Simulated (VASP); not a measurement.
A VASP calculation is set up with these files.

POSCAR:
```
TiS2
1.0
  3.3412064292   0.0000000000   0.0000000000
 -1.6706032146   2.8935699975   0.0000000000
  0.0000000000   0.0000000000   5.6057011808
Ti S
1 2
Cart
  0.0000000000   0.0000000000   0.0000000000
 -0.0000016706   1.9290476295   1.4380229388
  1.6706048852   0.9645223680   4.1676782420
```

KPOINTS:
```
Automatic mesh
0
Gamma
10 10 5
0 0 0
```

INCAR:
```
! general
SYSTEM   =  TiS2
PREC     =  Accurate
ENCUT    =  480   ! plane-wave cut-off (eV)
LREAL    =  .FALSE.   ! projection in real space or not
LASPH    =  .TRUE.   ! aspherical one-centre terms

! electronic loop
EDIFF    =  1E-6
NELM     =  100
ALGO     =  Normal   ! blocked Davidson
LMAXMIX  =  4   ! l cut-off of mixed one-centre charges

! smearing
ISMEAR   =  1   ! Methfessel-Paxton
SIGMA    =  0.1

! functional
GGA      =  PE
IVDW     =  12   ! D3, Becke-Johnson

! ions
IBRION   =  2
NSW      =  60   ! most ionic steps
ISIF     =  3
EDIFFG   =  -0.02

! output
LWAVE    =  .FALSE.
LCHARG   =  .FALSE.
```

POTCAR, in this order: Ti_sv S (PBE.64 set). Program: vasp_std.

Write an equivalent input for Ansatz.

One equivalent input (not run):
Ansatz 0.2 input:
```yaml
crystal:
  lattice:
    - [3.3412064, 0.0000000, 0.0000000]
    - [-1.6706032, 2.8935700, 0.0000000]
    - [0.0000000, 0.0000000, 5.6057012]
  atoms:
    - { symbol: Ti, position: [0.0000000, 0.0000000, 0.0000000] }
    - { symbol: S, position: [0.3333330, 0.6666670, 0.2565286] }
    - { symbol: S, position: [0.6666670, 0.3333330, 0.7434714] }
kpoints:
  mp_grid: { grid: [10, 10, 5] }
hamiltonian:
  xc: pbe
  dispersion: d3bj
  pseudopotentials: { kind: paw }
scf:
  occupations: { method: methfessel_paxton, width: 0.1 }
  max_iter: 100
relax:
  max_steps: 60
  f_tol: 0.02
  cell: {}
output: { forces: true, stress: true, eigenvalues: true }
```
Limits of the translation: each code has its own PAW files, so the cut-off isn't converted (ENCUT is set for VASP's; basis.ecutwfc is left out, and Ansatz then takes the one that its files recommend); Ansatz stops its SCF on the density residual and VASP on the energy change (EDIFF).

The compound is TiS2 in the 1T layered structure. This run relaxes it. Symmetry was kept, so distortions that lower it aren't found. The start is the result of an earlier pass.
